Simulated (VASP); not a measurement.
Calculation: PBE GGA, VASP's PBE PAW potentials (set 64) (plane waves; VASP).

The input files of a VASP run:

**INCAR**
```
SYSTEM = Zr
PREC = Accurate
ENCUT = 400
EDIFF = 1E-6
NELM = 100
ALGO = Normal
LREAL = .FALSE.
LASPH = .TRUE.
ISMEAR = 1
SIGMA = 0.1
GGA = PE
LMAXMIX = 4
LWAVE = .FALSE.
LCHARG = .FALSE.
ISIF = 2
```

File KPOINTS:
```
Automatic
0
G
  10 10 5
0 0 0
```

### POSCAR
```
Zr
1.0
  1.6473000000  -2.8532070000   0.0000000000
  1.6473000000   2.8532070000   0.0000000000
  0.0000000000   0.0000000000   5.2530000000
Zr
2
Direct
  0.3333330000   0.6666670000   0.2500000000
  0.6666670000   0.3333330000   0.7500000000
```

POTCAR, in this order: Zr_sv (PBE.64 set). Program: vasp_std.

**Question.** What does the run give for the energy per atom (σ→0), pressure, band gap (on the k-mesh)?

**Answer.** 
| Quantity | Result |
|---|---|
| energy per atom (σ→0) | -8.503 eV/atom |
| band gap (on the k-mesh) | none (metal, semimetal or under 0.01 eV) |
| pressure | -4.91 GPa |

### OSZICAR
```
...
DAV:   6    -0.171342524085E+02    0.66585E+00   -0.10787E+00  1408   0.888E+00    0.485E+00
DAV:   7    -0.170012575892E+02    0.13299E+00   -0.66705E-01  1936   0.606E+00    0.114E+00
DAV:   8    -0.170058522956E+02   -0.45947E-02   -0.39252E-02  1784   0.161E+00    0.292E-01
DAV:   9    -0.170060396981E+02   -0.18740E-03   -0.22732E-03  1624   0.487E-01    0.369E-02
DAV:  10    -0.170059914732E+02    0.48225E-04   -0.57904E-05  1968   0.487E-02    0.237E-02
DAV:  11    -0.170059904683E+02    0.10049E-05   -0.11044E-05  1624   0.408E-02    0.362E-03
DAV:  12    -0.170059905220E+02   -0.53703E-07   -0.33707E-07  1096   0.472E-03
   1 F= -.17005991E+02 E0= -.17006729E+02  d E =0.221497E-02
```

The compound is Zr in the hcp structure. The cell was not relaxed at this level.
